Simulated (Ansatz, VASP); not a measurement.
One calculation of Ag3TeBr, two programs

The input INCAR:

```
SYSTEM = Ag3TeBr
  PREC = Accurate
  ENCUT = 520
  EDIFF = 1E-6
  ISMEAR = 0
  SIGMA = 0.05
  LREAL = .False.
  LASPH = .True.
  NELM = 100
  ALGO = Normal
  ISIF = 2
  LWAVE = .False.
  LCHARG = .False.
  GGA = PE
  NBANDS = 31
```

File KPOINTS:

```
regular mesh
0
Gamma
  4 4 4
  0 0 0
```

POSCAR

```
Ag3TeBr
1.0
    6.4956157313      0.0000000000      0.0000000000
    0.0000000000      6.4956157313      0.0000000000
    0.0000000000      0.0000000000      6.4956157313
Br Te Ag
1 1 3
Direct
    0.0000000000      0.0000000000      0.0000000000
    0.5000000000      0.5000000000      0.5000000000
    0.5000000000      0.5000000000      0.0000000000
    0.5000000000      0.0000000000      0.5000000000
    0.0000000000      0.5000000000      0.5000000000
```

Input for Ansatz:

```yaml
crystal:
  lattice:
    - [6.4956157313, 0.0, 0.0]
    - [0.0, 6.4956157313, 0.0]
    - [0.0, 0.0, 6.4956157313]
  atoms:
    - { symbol: Br, position: [0.0, 0.0, 0.0] }
    - { symbol: Te, position: [0.5, 0.5, 0.5] }
    - { symbol: Ag, position: [0.5, 0.5, 0.0] }
    - { symbol: Ag, position: [0.5, 0.0, 0.5] }
    - { symbol: Ag, position: [0.0, 0.5, 0.5] }
basis:
  ecutwfc: 420
kpoints:
  mp_grid: { grid: [4, 4, 4] }
hamiltonian:
  xc: pbe
scf:
  occupations: { method: gaussian, width: 0.05 }
output:
  forces: true
  stress: true
  eigenvalues: true
```

The cell comes from a database or a generator and needn't be the stable form of this composition.

Alike in both runs: task single point; functional PBE; k mesh 4 × 4 × 4; occupations gaussian, width 0.05 eV; no spin polarisation.

|  | VASP | Ansatz |
| --- | --- | --- |
| version | VASP 6.6.1 | Ansatz 0.2.0 |
| potentials or method | VASP PAW PBE potentials, release 64 (Br, Te, Ag) | scalar-relativistic, plane waves, PAW |
| plane-wave cutoff (eV) | 520 | 420 |
| valence electrons in the cell | 46 | 80 |

|  | VASP | Ansatz | Ansatz less VASP |
| --- | --- | --- | --- |
| gap on the k mesh at the Fermi level (eV) | 0.21 | 0.21 | +0.001 |
| least direct gap on the mesh (eV) | 0.25 | 0.25 | +0.001 |
| pressure (GPa) | -4.3 | -4.3 | +0.02 |

The two sets of potentials don't hold the same shells in valence.

Caveats: spin-orbit coupling is left out, which moves the levels of the heavy elements. Expect the measured gap to be larger: semilocal functionals such as PBE lack the derivative discontinuity. A k mesh can miss the band edges.
